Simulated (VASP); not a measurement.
# Be4Ni (P6/mmm) in VASP: settings compared

The runs below take Be4Ni through relaxation of cell and atoms, relaxation of the atoms, with PBE, RPBE.

Everything below comes from runs of VASP 6.6.1. Logs are shortened: lines on timing, memory, paths and dates and some standing lists are left out, and cuts for length are marked.

### 1 The structure

Symmetry: P6/mmm, No. 191, hexagonal system. Conventional cell: a = 3.542 Å, b = 3.542 Å, c = 3.729 Å, α = 90.00°, β = 90.00°, γ = 120.00°. Around Be (site symmetry mmm) lie 4 Be at 1.77 Å and 2 Ni at 1.77 Å. Be (site symmetry 6/mmm) has 2 Ni at 1.86 Å as nearest neighbours. Around Ni (site symmetry 6/mmm) lie 8 Be at 1.77 to 1.86 Å.

The cell was built by a generator and needn't be a form met in nature.

### 2 Relaxation of cell and atoms, PBE, collinear spin, ferromagnetic start

Input file INCAR:

```
SYSTEM = Be4Ni
PREC     = Accurate       ! precision mode
ENCUT    = 600            ! plane-wave cutoff, eV
EDIFF    = 1E-6           ! SCF threshold, eV
ISMEAR   = 1              ! smearing method
SIGMA    = 0.2            ! smearing width, eV
LREAL    = .False.        ! projectors in reciprocal space
LASPH    = .True.         ! aspherical terms in the spheres
NELM     = 150            ! most SCF steps
ALGO     = Normal         ! electronic algorithm
ISIF     = 3              ! what is computed and relaxed
LWAVE    = .False.        ! write WAVECAR
LCHARG   = .False.        ! write CHGCAR
ISPIN    = 2              ! spin polarisation
MAGMOM   = 0 0 0 0 1      ! initial moments
LORBIT   = 11             ! projections on sites
LMAXMIX  = 4              ! l up to which the mixer works
GGA      = PE             ! functional
IBRION   = 2              ! ionic algorithm
NSW      = 60             ! ionic steps
EDIFFG   = -0.02          ! ionic threshold
```

Input file KPOINTS:

```
regular mesh
0
Gamma
  9 9 7
  0 0 0
```

Input file POSCAR:

```
Be4Ni
1.0
    3.5422415200      0.0000000000      0.0000000000
   -1.7711207600      3.0676711400      0.0000000000
    0.0000000000      0.0000000000      3.7286888500
Be Ni
4 1
Direct
    0.5000000000      0.0000000000      0.5000000000
    0.0000000000      0.5000000000      0.5000000000
    0.5000000000      0.5000000000      0.5000000000
    0.0000000000      0.0000000000      0.0000000000
    0.0000000000      0.0000000000      0.5000000000
```

Potentials or basis: VASP PAW PBE potentials, release 64 (Be, Ni).

The run is started by

```sh
> cat potpaw_PBE.64/Be/POTCAR potpaw_PBE.64/Ni/POTCAR > POTCAR
> mpirun -np 1 vasp_std > vasp.out
```

OUTCAR:

```text
SYSTEM = Be4Ni
   PREC = Accurate
   ENCUT = 600
   EDIFF = 1E-6
   ISMEAR = 1
   LREAL = .False.
   LASPH = .True.
   NELM = 150
   ISIF = 3
   ISPIN = 2
   LORBIT = 11
   GGA = PE
   IBRION = 2
   NSW = 60
   EDIFFG = -0.02

 ion  position               nearest neighbor table
   1  0.500  0.000  0.500-   2 1.77   3 1.77   3 1.77   2 1.77   5 1.77   5 1.77
   2  0.000  0.500  0.500-   1 1.77   5 1.77   5 1.77   1 1.77   3 1.77   3 1.77
   3  0.500  0.500  0.500-   1 1.77   5 1.77   1 1.77   5 1.77   2 1.77   2 1.77
   4  0.000  0.000  0.000-   5 1.86   5 1.86
   5  0.000  0.000  0.500-   2 1.77   3 1.77   2 1.77   3 1.77   1 1.77   1 1.77   4 1.86   4 1.86

  LATTYP: Found a hexagonal cell.
 ALAT       =     3.5422415200
 C/A-ratio  =     1.0526354087

  Lattice vectors:

 A1 = (   3.5422415200,   0.0000000000,   0.0000000000)
 A2 = (  -1.7711207600,   3.0676711400,   0.0000000000)
 A3 = (   0.0000000000,   0.0000000000,   3.7286888500)

Analysis of symmetry for initial positions (statically):
=====================================================================
 Subroutine PRICEL returns:
 Original cell was already a primitive cell.

 Routine SETGRP: Setting up the symmetry group for a
 hexagonal supercell.

 Subroutine GETGRP returns: Found 24 space group operations
 (whereof 24 operations were pure point group operations)
 out of a pool of 24 trial point group operations.

The static configuration has the point symmetry D_6h.

Analysis of symmetry for dynamics (positions and initial velocities):
=====================================================================
 Subroutine PRICEL returns:
 Original cell was already a primitive cell.

 Routine SETGRP: Setting up the symmetry group for a
 hexagonal supercell.

 Subroutine GETGRP returns: Found 24 space group operations
 (whereof 24 operations were pure point group operations)
 out of a pool of 24 trial point group operations.

The dynamic configuration has the point symmetry D_6h.

Analysis of structural, dynamic, and magnetic symmetry:
=====================================================================
 Subroutine PRICEL returns:
 Original cell was already a primitive cell.

 Routine SETGRP: Setting up the symmetry group for a
 hexagonal supercell.

 Subroutine GETGRP returns: Found 24 space group operations
 (whereof 24 operations were pure point group operations)
 out of a pool of 24 trial point group operations.

The overall configuration has the point symmetry D_6h.

 Subroutine INISYM returns: Found 24 space group operations
 (whereof 24 operations are pure point group operations),
 and found     1 'primitive' translations

----------------------------------------------------------------------------------------

                                     Primitive cell

  volume of cell :      40.5175

  direct lattice vectors                    reciprocal lattice vectors
     3.542241520  0.000000000  0.000000000     0.282307119  0.162990092  0.000000000
    -1.771120760  3.067671140  0.000000000     0.000000000  0.325980183  0.000000000
     0.000000000  0.000000000  3.728688850     0.000000000  0.000000000  0.268190788

  length of vectors
     3.542241520  3.542241518  3.728688850     0.325980183  0.325980183  0.268190788

  position of ions in fractional coordinates (direct lattice)
     0.500000000  0.000000000  0.500000000
     0.000000000  0.500000000  0.500000000
     0.500000000  0.500000000  0.500000000
     0.000000000  0.000000000  0.000000000
     0.000000000  0.000000000  0.500000000

  ion indices of the primitive-cell ions
   primitive index   ion index
                 1           1
                 2           2
                 3           3
                 4           4
                 5           5

----------------------------------------------------------------------------------------

 KPOINTS: regular mesh

Automatic generation of k-mesh.
 Grid dimensions read from file:
 generate k-points for:    9    9    7

 Generating k-lattice:

  Cartesian coordinates                     Fractional coordinates (reciprocal lattice)
     0.031367458  0.018110010  0.000000000     0.111111111  0.000000000  0.000000000
     0.000000000  0.036220020  0.000000000     0.000000000  0.111111111  0.000000000
     0.000000000  0.000000000  0.038312970     0.000000000  0.000000000  0.142857143

  Length of vectors
     0.036220020  0.036220020  0.038312970

  Shift w.r.t. Gamma in fractional coordinates (k-lattice)
     0.000000000  0.000000000  0.000000000

 Subroutine IBZKPT returns following result:
 ===========================================

 Found     48 irreducible k-points:

 Following reciprocal coordinates:
            Coordinates               Weight
  0.000000  0.000000  0.000000      1.000000
  0.111111  0.000000  0.000000      6.000000
  0.222222  0.000000  0.000000      6.000000
  0.333333  0.000000  0.000000      6.000000
  0.444444  0.000000  0.000000      6.000000
  0.111111  0.111111  0.000000      6.000000
[... 16 lines left out ...]
  0.333333  0.222222  0.142857     24.000000
  0.333333  0.333333  0.142857      4.000000
 [... further k-points ...]
   k-points           NKPTS =     48   k-points in BZ     NKDIM =     48   number of bands    NBANDS=     14
   number of dos      NEDOS =    301   number of ions     NIONS =      5
   total plane-waves  NPLWV =  23520
   dimension x,y,z NGX =    28 NGY =   28 NGZ =   30
   dimension x,y,z NGXF=    56 NGYF=   56 NGZF=   60
   ions per type =               4   1
   NGX,Y,Z   is equivalent  to a cutoff of  13.14, 13.14, 13.38 a.u.
   NGXF,Y,Z  is equivalent  to a cutoff of  26.28, 26.28, 26.75 a.u.
 SYSTEM =  Be4Ni
   PREC   = accura    normal or accurate (medium, high low for compatibility)
   ISTART =      0    job   : 0-new  1-cont  2-samecut
   ICHARG =      2    charge: 1-file 2-atom 10-const
   ISPIN  =      2    spin polarized calculation?
   LNONCOLLINEAR =      F non collinear calculations
   LSORBIT =      F    spin-orbit coupling
   LASPH  =      T    aspherical Exc in radial PAW
   ENCUT  =  600.0 eV  44.10 Ry    6.64 a.u.   7.07  7.07  7.45*2*pi/ulx,y,z
   NELM   =    150;   NELMIN=  2; NELMDL= -5     # of ELM steps
   EDIFF  = 0.1E-05   stopping-criterion for ELM
   LREAL  =      F    real-space projection
   EDIFFG = -.2E-01   stopping-criterion for IOM
   NSW    =     60    number of steps for IOM
   IBRION =      2    ionic relax: 0-MD 1-quasi-New 2-CG
   NFREE  =      1    steps in history (QN), initial steepest desc. (CG)
   ISIF   =      3    stress and relaxation
   ISYM   =      2    0-nonsym 1-usesym 2-fastsym
   POTIM  = 0.5000    time-step for ionic-motion
   TEBEG  =    0.0;   TEEND  =   0.0 temperature during run
   PSTRESS=    0.0 pullay stress
   NELECT =      18.0000    total number of electrons
   NUPDOWN=      -1.0000    fix difference up-down
   EMIN   =  10.00;   EMAX   =-10.00  energy-range for DOS
   EFERMI =   0.00;   METHOD = LEGACY
   ISMEAR =     1;   SIGMA  =   0.20  broadening in eV -4-tet -1-fermi 0-gaus
   EFERMI_NEDOS =   21; number of points for ismear=-14 and -15
   IALGO  =     38    algorithm
   IMIX   =      4    mixing-type and parameters
     AMIX     =   0.40;   BMIX     =  1.00
     AMIX_MAG =   1.60;   BMIX_MAG =  1.00
  volume/ion in A,a.u.               =       8.10        54.69
  Fermi-wavevector in a.u.,A,eV,Ry     =   1.249160  2.360570 21.230530  1.560400
  Thomas-Fermi vector in A             =   2.383213
   LORBIT       =     11    0 simple, 1 ext, 2 COOP (PROOUT), +10 PAW based schemes
   GGA     = PE    functional components
   LHFCALC =     F    Hartree Fock is set to
   AEXX    =    0.0000 exact exchange contribution
   IVDW    =     0    specifies the selected vdW correction
   LEPSILON=     F    determine dielectric tensor
   LRPA    =     F    only Hartree local field effects (RPA)
 conjugate gradient relaxation of ions
 spin polarized calculation
 Methfessel and Paxton  Order N= 1 SIGMA  =   0.20
  energy-cutoff  :      600.00
  volume of cell :       40.52
 maximum number of plane-waves:      1383
   NGX = 15   NGY = 15   NGZ = 15

--------------------------------------- Ionic step        1  -------------------------------------------

 number of electron      17.9999985 magnetization       0.0001226

 number of electron      17.9999985 magnetization      -0.0001331

 Free energy of the ion-electron system (eV)
  ---------------------------------------------------
  ext. energy  EPLUGINS =         0.00000000
  ---------------------------------------------------
  free energy    TOTEN  =       -12.37320159 eV

  energy without entropy =      -12.37027877  energy(sigma->0) =      -12.37222731

 E-fermi :   6.9831     XC(G=0): -10.9514

 val. band max:        6.9725570048   @ k =   0.3333   0.0000   0.2857
 cond. band min:       6.9886249271   @ k =   0.4444   0.0000   0.2857
 fundamental gap:      0.0160679223
 Fermi energy:         6.9831007211

 spin component 1

 k-point     1 :       0.0000    0.0000    0.0000
  band No.  band energies     occupation
      1      -2.8268      1.00000
      2       2.3322      1.00000
      3       2.4991      1.00000
      4       2.4991      1.00000
      5       3.3127      1.00000
      6       3.3127      1.00000
      7       3.8158      1.00000
      8       4.4918      1.00000
      9       6.3424      1.00003
     10       6.3424      1.00003
     11      11.2624      0.00000
     12      15.5914      0.00000
     13      15.5914      0.00000
     14      15.8637      0.00000
[... 841 lines left out ...]
--------------------------------------- Ionic step        2  -------------------------------------------

 number of electron      18.0000024 magnetization       0.0000015

 number of electron      18.0000024 magnetization      -0.0000041

 E-fermi :   2.1706     XC(G=0):  -8.6405

 val. band max:        2.1564686861   @ k =   0.1111   0.0000   0.4286
 cond. band min:       2.1851545874   @ k =   0.3333   0.0000   0.4286
 fundamental gap:      0.0286859013
 Fermi energy:         2.1705948835

 spin component 1

 k-point     1 :       0.0000    0.0000    0.0000
  band No.  band energies     occupation
      1      -4.8881      1.00000
      2      -0.7969      1.00000
      3       0.0630      1.00000
      4       0.0630      1.00000
      5       0.3155      1.00000
      6       0.3155      1.00000
      7       1.0536      1.00000
      8       1.2191      1.00000
      9       1.2191      1.00000
     10       2.0886      0.81673
     11       4.5034     -0.00000
     12       5.7951     -0.00000
     13       5.7951     -0.00000
     14       6.9776      0.00000
[... 1005 lines left out ...]
--------------------------------------- Ionic step        7  -------------------------------------------

 number of electron      17.9999971 magnetization      -0.0000043

 number of electron      17.9999971 magnetization       0.0000020

 Free energy of the ion-electron system (eV)
  ---------------------------------------------------
  ext. energy  EPLUGINS =         0.00000000
  ---------------------------------------------------
  free energy    TOTEN  =       -18.71077326 eV

  energy without entropy =      -18.70847801  energy(sigma->0) =      -18.71000818

 E-fermi :   3.2018     XC(G=0):  -9.2466

 val. band max:        3.1761515583   @ k =   0.2222   0.0000   0.4286
 cond. band min:       3.2184122647   @ k =   0.2222   0.1111   0.0000
 fundamental gap:      0.0422607064
 Fermi energy:         3.2018440877

 spin component 1

 k-point     1 :       0.0000    0.0000    0.0000
  band No.  band energies     occupation
      1      -4.5832      1.00000
      2       0.0013      1.00000
      3       0.5467      1.00000
      4       0.5467      1.00000
      5       1.0199      1.00000
      6       1.0199      1.00000
      7       1.8693      1.00000
      8       2.1823      1.00000
      9       2.4347      1.00000
     10       2.4347      1.00000
     11       6.5403     -0.00000
     12       8.2570      0.00000
     13       8.6532      0.00000
     14       8.6532      0.00000
[... 835 lines left out ...]
  FREE ENERGIE OF THE ION-ELECTRON SYSTEM (eV)
  ---------------------------------------------------
  free  energy   TOTEN  =       -18.7107732599 eV

  energy  without entropy=      -18.7084780114  energy(sigma->0) =      -18.71000818

 reached required accuracy - stopping structural energy minimisation

 total charge

# of ion       s       p       d       tot
------------------------------------------
    1        0.468   0.625   0.000   1.093
    2        0.468   0.625   0.000   1.093
    3        0.468   0.625   0.000   1.093
    4        0.454   0.444   0.000   0.898
    5        0.632   0.751   8.356   9.739
--------------------------------------------------
tot          2.490   3.069   8.356  13.915

 magnetization (x)

# of ion       s       p       d       tot
------------------------------------------
    1        0.000  -0.000   0.000  -0.000
    2        0.000  -0.000   0.000  -0.000
    3        0.000  -0.000   0.000  -0.000
    4       -0.000   0.000   0.000   0.000
    5        0.000  -0.000  -0.000  -0.000
--------------------------------------------------
tot         -0.000  -0.000  -0.000  -0.000
```

Wall time 2.9 min (1 thread of Intel Xeon 6975P-C (Granite Rapids), shared host); peak memory 0.21 GiB.

Results:

```yaml
Free_energy: -18.7108 eV
Relaxed_volume: 12.95 Å³/atom
Relaxed_cell: a = 4.300 Å, b = 4.300 Å, c = 4.043 Å, α = 90.00°, β = 90.00°, γ = 120.00°
Space_group_after_relaxing_to_0.05_Å: P6/mmm (No. 191)
Energy_gained_by_relaxing: 1267.5 meV/atom
Ionic_steps: 7
Pressure_after_relaxing: 0.1 GPa
Band_gap_on_the_k_mesh: none (metal or under the smearing width)
Net_moment: 0.00 μB per cell
Valence_electrons_inside_the_program's_atomic_spheres: Be 1.09, 0.90; Ni 9.74
```

Stress tensor (GPa, compression positive):
```
 0.22  0.00  0.00
 0.00  0.22  0.00
 0.00  0.00 -0.16
```

The path:
```csv
step,energy change (eV),largest force (eV/Å),pressure (GPa),volume (Å³)
1,0.0000,0.0000,104.66,40.52
2,-5.3332,0.0000,-11.78,78.90
3,-6.2930,0.0000,3.06,62.26
4,-6.2969,0.0000,0.93,63.48
5,-6.2974,0.0000,1.85,62.96
6,-6.3338,0.0000,0.63,64.15
7,-6.3376,0.0000,0.10,64.76
```

Final structure:
```
CELL_PARAMETERS angstrom
4.30031 0.00000 0.00000
-2.15015 3.72418 0.00000
0.00000 0.00000 4.04344
ATOMIC_POSITIONS crystal
Be 0.50000 0.00000 0.50000
Be 0.00000 0.50000 0.50000
Be 0.50000 0.50000 0.50000
Be 0.00000 0.00000 0.00000
Ni 0.00000 0.00000 0.50000
```

Levels at points of the mesh, in eV from the Fermi level:
Spin up:
```csv
k point,band 5,band 6,band 7,band 8,band 9,band 10,band 11,band 12,band 13,band 14
"(0.00, 0.00, 0.00)",-2.18,-2.18,-1.33,-1.02,-0.77,-0.77,3.34,5.06,5.45,5.45
```
Spin down:
```csv
k point,band 6,band 7,band 8,band 9,band 10,band 11,band 12,band 13
"(0.00, 0.00, 0.00)",-2.18,-1.33,-1.02,-0.77,-0.77,3.34,5.06,5.45
```

Caveat: the volume moved by over 15 % at a fixed basis, so the end points are rough.

### 3 Relaxation of the atoms, RPBE, collinear spin, ferromagnetic start

Input file INCAR:

```
SYSTEM = Be4Ni
ALGO = Normal
EDIFF = 1E-6
EDIFFG = -0.005
ENCUT = 520
GGA = RP
IBRION = 2
ISIF = 2
ISMEAR = 1
ISPIN = 2
LASPH = .TRUE.
LCHARG = .FALSE.
LMAXMIX = 4
LORBIT = 11
LREAL = .FALSE.
LWAVE = .FALSE.
MAGMOM = 0 0 0 0 1
NELM = 150
NSW = 60
PREC = Accurate
SIGMA = 0.2
```

Input file KPOINTS:

```
k-points
0
G
  9 9 7
  0 0 0
```

POSCAR is that of step 2.

Potentials or basis: VASP PAW PBE potentials, release 64 (Be, Ni).

The run is started by

```sh
> cat potpaw_PBE.64/Be/POTCAR potpaw_PBE.64/Ni/POTCAR > POTCAR
> mpirun -np 1 vasp_std > vasp.out
```

It took 25 s on 1 thread of Intel Xeon 6975P-C (Granite Rapids), shared host; peak memory 0.19 GiB.

It converged, with:

| Item | Value |
| --- | --- |
| Free energy | -10.4280 eV |
| Pressure after relaxing | 108.8 GPa |
| Band gap on the k mesh | none (metal or under the smearing width) |
| Net moment | 0.00 μB per cell |
| Valence electrons inside the program's atomic spheres | Be 1.90, 1.15; Ni 10.92 |

Stress tensor (GPa, compression positive):
```
145.90   0.00   0.00
  0.00 145.90   0.00
  0.00   0.00  34.61
```

Final structure:
```yaml
crystal:
  lattice:
    - [3.54224, 0.00000, 0.00000]
    - [-1.77112, 3.06767, 0.00000]
    - [0.00000, 0.00000, 3.72869]
  atoms:
    - { symbol: Be, position: [0.50000, 0.00000, 0.50000] }
    - { symbol: Be, position: [0.00000, 0.50000, 0.50000] }
    - { symbol: Be, position: [0.50000, 0.50000, 0.50000] }
    - { symbol: Be, position: [0.00000, 0.00000, 0.00000] }
    - { symbol: Ni, position: [0.00000, 0.00000, 0.50000] }
```

Levels at points of the mesh, in eV from the Fermi level:
Spin up:
```
           k point  band 7  band 8  band 9  band 10  band 11  band 12
(0.00, 0.00, 0.00)   -3.18   -2.48   -0.63    -0.63     4.27     8.69
```
Spin down:
```
           k point  band 7  band 8  band 9  band 10  band 11  band 12
(0.00, 0.00, 0.00)   -3.18   -2.48   -0.63    -0.63     4.27     8.69
```

Caveat: the relaxation stopped at its first step, so nothing moved; a pressure of tens of GPa on the cell as given is suspect, and the run, the potentials or the cell itself is likely at fault; the PAW data sets were made with another functional, which shifts forces and pressure a little.
